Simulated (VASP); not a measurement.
## Yb (fcc): computed properties

These are PBE GGA, VASP's PBE PAW potentials (set 64) (plane waves; VASP) values and carry that method's errors.

| Quantity | Value |
|---|---|
| space group | Fm-3m (225) |
| cell | a = b = c = 5.4229 Å, α = β = γ = 90.00° |
| volume per atom | 39.87 Å³/atom |
| band gap (over mesh and band path) | none (metal, semimetal or under 0.01 eV) |
| density | 7.21 g/cm³ |

Space group Fm-3m (No. 225); a = b = c = 5.4229 Å, α = β = γ = 90.00°

```
atom  site  symmetry       x       y       z
----  ----  --------  ------  ------  ------
Yb      4a      m-3m  0.0000  0.0000  0.0000
```
(The calculation used a cell of 1 atom; values per cell refer to that cell.)

Measured: a 5.485 Å at 293 K (computed value off by -1.1 %), as given by Wikipedia, Ytterbium (infobox). The calculation is for a static lattice, while the measured a holds thermal and zero-point effects, which are part of the difference. The 4f electrons are frozen in the core of the lanthanide potential, so 4f levels, which can set the real gap, and their magnetism are missing.

The compound is Yb in the fcc structure. It was relaxed first. Symmetry was kept, so distortions that lower it aren't found.
